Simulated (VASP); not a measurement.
# SrB (Fm-3m) in VASP: a series of runs, part 2 of 3

VASP 6.6.1.

## (3) Single point, PBEsol

This run uses another cell than the first one, of 25.44 Å³/atom, 1.049 times its volume.

INCAR reads:

```
SYSTEM = SrB
PREC = Accurate
ENCUT = 520
EDIFF = 1E-6
ISMEAR = 0
SIGMA = 0.05
LREAL = .FALSE.
LASPH = .TRUE.
NELM = 100
ALGO = Fast
ISIF = 2
LWAVE = .FALSE.
LCHARG = .FALSE.
GGA = PS
NBANDS = 14
```

KPOINTS reads:

```
regular mesh
0
G
  10 10 10
  0 0 0
```

POSCAR reads:

```
SrB
1.0
    0.0000000000      2.9409153229      2.9409153229
    2.9409153229      0.0000000000      2.9409153229
    2.9409153229      2.9409153229      0.0000000000
Sr B
1 1
Direct
    0.5000000000      0.5000000000      0.5000000000
    0.0000000000      0.0000000000      0.0000000000
```

Potentials or basis: VASP PAW PBE potentials, release 64 (Sr_sv, B).

On the command line:

```sh
cat potpaw_PBE.64/Sr_sv/POTCAR potpaw_PBE.64/B/POTCAR > POTCAR
mpirun -np 1 vasp_std > vasp.out
```

OUTCAR:

```text
SYSTEM = SrB
   PREC = Accurate
   ENCUT = 520
   EDIFF = 1E-6
   ISMEAR = 0
   LREAL = .FALSE.
   LASPH = .TRUE.
   NELM = 100
   ISIF = 2
   GGA = PS

 ion  position               nearest neighbor table
   1  0.500  0.500  0.500-   2 2.94   2 2.94   2 2.94   2 2.94   2 2.94   2 2.94
   2  0.000  0.000  0.000-   1 2.94   1 2.94   1 2.94   1 2.94   1 2.94   1 2.94

  LATTYP: Found a face centered cubic cell.
 ALAT       =     5.8818306458

  Lattice vectors:

 A1 = (   0.0000000000,   2.9409153229,   2.9409153229)
 A2 = (   2.9409153229,   0.0000000000,   2.9409153229)
 A3 = (   2.9409153229,   2.9409153229,   0.0000000000)

Analysis of symmetry for initial positions (statically):
=====================================================================
 Subroutine PRICEL returns:
 Original cell was already a primitive cell.

 Routine SETGRP: Setting up the symmetry group for a
 face centered cubic supercell.

 Subroutine GETGRP returns: Found 48 space group operations
 (whereof 48 operations were pure point group operations)
 out of a pool of 48 trial point group operations.

The static configuration has the point symmetry O_h .

Analysis of symmetry for dynamics (positions and initial velocities):
=====================================================================
 Subroutine PRICEL returns:
 Original cell was already a primitive cell.

 Routine SETGRP: Setting up the symmetry group for a
 face centered cubic supercell.

 Subroutine GETGRP returns: Found 48 space group operations
 (whereof 48 operations were pure point group operations)
 out of a pool of 48 trial point group operations.

The dynamic configuration has the point symmetry O_h .

 Subroutine INISYM returns: Found 48 space group operations
 (whereof 48 operations are pure point group operations),
 and found     1 'primitive' translations

----------------------------------------------------------------------------------------

                                     Primitive cell

  volume of cell :      50.8719

  direct lattice vectors                    reciprocal lattice vectors
     0.000000000  2.940915323  2.940915323    -0.170015096  0.170015096  0.170015096
     2.940915323  0.000000000  2.940915323     0.170015096 -0.170015096  0.170015096
     2.940915323  2.940915323  0.000000000     0.170015096  0.170015096 -0.170015096

  length of vectors
     4.159082335  4.159082335  4.159082335     0.294474784  0.294474784  0.294474784

  position of ions in fractional coordinates (direct lattice)
     0.500000000  0.500000000  0.500000000
     0.000000000  0.000000000  0.000000000

  ion indices of the primitive-cell ions
   primitive index   ion index
                 1           1
                 2           2

----------------------------------------------------------------------------------------

 KPOINTS: regular mesh

Automatic generation of k-mesh.
 Grid dimensions read from file:
 generate k-points for:   10   10   10

 Generating k-lattice:

  Cartesian coordinates                     Fractional coordinates (reciprocal lattice)
    -0.017001510  0.017001510  0.017001510     0.100000000  0.000000000  0.000000000
     0.017001510 -0.017001510  0.017001510     0.000000000  0.100000000  0.000000000
     0.017001510  0.017001510 -0.017001510     0.000000000  0.000000000  0.100000000

  Length of vectors
     0.029447478  0.029447478  0.029447478

  Shift w.r.t. Gamma in fractional coordinates (k-lattice)
[... 40 lines left out ...]
   NGX,Y,Z   is equivalent  to a cutoff of  12.79, 12.79, 12.79 a.u.
   NGXF,Y,Z  is equivalent  to a cutoff of  25.58, 25.58, 25.58 a.u.
 SYSTEM =  SrB
   PREC   = accura    normal or accurate (medium, high low for compatibility)
   ISTART =      0    job   : 0-new  1-cont  2-samecut
   ICHARG =      2    charge: 1-file 2-atom 10-const
   ISPIN  =      1    spin polarized calculation?
   LNONCOLLINEAR =      F non collinear calculations
   LSORBIT =      F    spin-orbit coupling
   LASPH  =      T    aspherical Exc in radial PAW
   ENCUT  =  520.0 eV  38.22 Ry    6.18 a.u.   7.73  7.73  7.73*2*pi/ulx,y,z
   NELM   =    100;   NELMIN=  2; NELMDL= -5     # of ELM steps
   EDIFF  = 0.1E-05   stopping-criterion for ELM
   LREAL  =      F    real-space projection
   EDIFFG = 0.1E-04   stopping-criterion for IOM
   NSW    =      0    number of steps for IOM
   IBRION =     -1    ionic relax: 0-MD 1-quasi-New 2-CG
   NFREE  =      0    steps in history (QN), initial steepest desc. (CG)
   ISIF   =      2    stress and relaxation
   ISYM   =      2    0-nonsym 1-usesym 2-fastsym
   POTIM  = 0.5000    time-step for ionic-motion
   TEBEG  =    0.0;   TEEND  =   0.0 temperature during run
   PSTRESS=    0.0 pullay stress
   NELECT =      13.0000    total number of electrons
   NUPDOWN=      -1.0000    fix difference up-down
   EMIN   =  10.00;   EMAX   =-10.00  energy-range for DOS
   EFERMI =   0.00;   METHOD = LEGACY
   ISMEAR =     0;   SIGMA  =   0.05  broadening in eV -4-tet -1-fermi 0-gaus
   EFERMI_NEDOS =   21; number of points for ismear=-14 and -15
   IALGO  =     68    algorithm
   IMIX   =      4    mixing-type and parameters
     AMIX     =   0.40;   BMIX     =  1.00
     AMIX_MAG =   1.60;   BMIX_MAG =  1.00
  volume/ion in A,a.u.               =      25.44       171.65
  Fermi-wavevector in a.u.,A,eV,Ry     =   1.038875  1.963190 14.684250  1.079262
  Thomas-Fermi vector in A             =   2.173380
   LORBIT       =      0    0 simple, 1 ext, 2 COOP (PROOUT), +10 PAW based schemes
   GGA     = PS    functional components
   LHFCALC =     F    Hartree Fock is set to
   AEXX    =    0.0000 exact exchange contribution
   IVDW    =     0    specifies the selected vdW correction
   LEPSILON=     F    determine dielectric tensor
   LRPA    =     F    only Hartree local field effects (RPA)
 non-spin polarized calculation
 RMM-DIIS sequential band-by-band and
 Gauss-broadening in eV      SIGMA  =   0.05
  energy-cutoff  :      520.00
  volume of cell :       50.87
 maximum number of plane-waves:      1387
   NGX = 15   NGY = 15   NGZ = 15

 number of electron      13.0000000 magnetization

 Free energy of the ion-electron system (eV)
  ---------------------------------------------------
  ext. energy  EPLUGINS =         0.00000000
  ---------------------------------------------------
  free energy    TOTEN  =        -6.40846823 eV

  energy without entropy =       -6.40287825  energy(sigma->0) =       -6.40567324

 E-fermi :   1.7192     XC(G=0):  -8.9372

 val. band max:        1.7147825719   @ k =  -0.2000   0.3000   0.1000
 cond. band min:       1.7210692476   @ k =  -0.3000   0.4000   0.2000
 fundamental gap:      0.0062866757
 Fermi energy:         1.7192345384

 k-point     1 :       0.0000    0.0000    0.0000
  band No.  band energies     occupation
      1     -32.7043      2.00000
      2     -14.6628      2.00000
      3     -14.6628      2.00000
      4     -14.6628      2.00000
      5      -4.9638      2.00000
      6       3.4664      0.00000
      7       3.4664      0.00000
      8       3.4664      0.00000
      9       5.2838      0.00000
     10       5.2838      0.00000
     11       5.2838      0.00000
     12       6.6271      0.00000
     13       6.6271      0.00000
     14       6.9819      0.00000
[... 377 lines left out ...]
      1     -32.6786      2.00000
      2     -14.9135      2.00000
      3     -14.7618      2.00000
      4     -14.7513      2.00000
      5      -3.7568      2.00000
      6       0.7660      2.00000
      7       2.2595      0.00000
      8       2.5790      0.00000
      9       3.8750      0.00000
     10       7.8365      0.00000
     11       8.4240      0.00000
     12       8.5047      0.00000
     13       8.5370      0.00000
     14      10.5826      0.00000

 [... further k-points ...]

------------------------ aborting loop because EDIFF is reached ----------------------------------------

  FORCE on cell =-STRESS in cart. coord.  units (eV):
  Direction    XX          YY          ZZ          XY          YZ          ZX
  --------------------------------------------------------------------------------------
  -------------------------------------------------------------------------------------
  Total        0.0210681      0.0210681      0.0210681      0.0000000      0.0000000     -0.0000000
  in kB        0.6635279      0.6635279      0.6635279      0.0000000      0.0000000     -0.0000000
  external PRESSURE =       0.6635279 kB  Pullay stress =       0.0000000 kB

 VOLUME and BASIS-vectors are now :
 -----------------------------------------------------------------------------
  energy-cutoff  :      520.00
  volume of cell :       50.87
      direct lattice vectors                 reciprocal lattice vectors
     0.000000000  2.940915323  2.940915323    -0.170015096  0.170015096  0.170015096
     2.940915323  0.000000000  2.940915323     0.170015096 -0.170015096  0.170015096
     2.940915323  2.940915323  0.000000000     0.170015096  0.170015096 -0.170015096

 POSITION                                       TOTAL-FORCE (eV/Angst)
 -----------------------------------------------------------------------------------
      2.94092      2.94092      2.94092         0.000000     -0.000000      0.000000
      0.00000      0.00000      0.00000         0.000000      0.000000     -0.000000
 -----------------------------------------------------------------------------------
    total drift:                               -0.000000     -0.000000      0.000000

  FREE ENERGIE OF THE ION-ELECTRON SYSTEM (eV)
  ---------------------------------------------------
  free  energy   TOTEN  =        -6.4084682304 eV

  energy  without entropy=       -6.4028782546  energy(sigma->0) =       -6.40567324
```

OSZICAR:

```text
N       E                     dE             d eps       ncg     rms          rms(c)
DAV:   1     0.447784601647E+02    0.44778E+02   -0.59748E+03  1316   0.786E+02
DAV:   2    -0.395342391472E+01   -0.48732E+02   -0.47134E+02  1864   0.172E+02
DAV:   3    -0.641707734740E+01   -0.24637E+01   -0.24442E+01  2052   0.296E+01
DAV:   4    -0.648929982729E+01   -0.72222E-01   -0.72191E-01  1632   0.300E+00
DAV:   5    -0.648968007559E+01   -0.38025E-03   -0.38024E-03  1812   0.249E-01    0.197E+01
RMM:   6    -0.641507894726E+01    0.74601E-01   -0.73889E-02  1428   0.148E+00    0.121E+01
RMM:   7    -0.641238427465E+01    0.26947E-02   -0.10073E-01  1691   0.204E+00    0.756E-01
RMM:   8    -0.640794286968E+01    0.44414E-02   -0.13848E-02  1598   0.590E-01    0.225E-01
RMM:   9    -0.640828927382E+01   -0.34640E-03   -0.38096E-03  1921   0.229E-01    0.848E-02
RMM:  10    -0.640843171808E+01   -0.14244E-03   -0.11900E-03  2063   0.101E-01    0.609E-02
RMM:  11    -0.640848027482E+01   -0.48557E-04   -0.26209E-04  1793   0.797E-02    0.918E-02
RMM:  12    -0.640846226438E+01    0.18010E-04   -0.13923E-04  1813   0.455E-02    0.194E-02
RMM:  13    -0.640846582099E+01   -0.35566E-05   -0.50485E-05  1828   0.214E-02    0.699E-03
RMM:  14    -0.640846761160E+01   -0.17906E-05   -0.13433E-05  1601   0.123E-02    0.367E-03
RMM:  15    -0.640846823042E+01   -0.61882E-06   -0.41620E-06  1398   0.787E-03
   1 F= -.64084682E+01 E0= -.64056732E+01  d E =-.558998E-02
```

Wall time 28 s (1 thread of Intel Xeon Platinum 8259CL at 2.50GHz (Skylake/Cascade Lake), shared host); peak memory 0.19 GiB.

What came out:

```
Free energy            : -6.4085 eV
Pressure               : 0.1 GPa
Band gap on the k mesh : none (metal or under the smearing width)
```

Levels at points of the mesh, in eV from the Fermi level:
```tsv
k point	band 4	band 5	band 6	band 7	band 8	band 9
(0.00, 0.00, 0.00)	-16.38	-6.68	1.75	1.75	1.75	3.56
(0.50, 0.00, 0.00)	-16.41	-4.79	-2.22	-0.05	-0.05	5.32
(0.50, 0.50, 0.00)	-16.50	-5.48	-0.62	0.99	0.99	1.36
```

Caveat: the PAW data sets were made with another functional, which shifts forces and pressure a little.

(Part 2 of 3 ends here.)
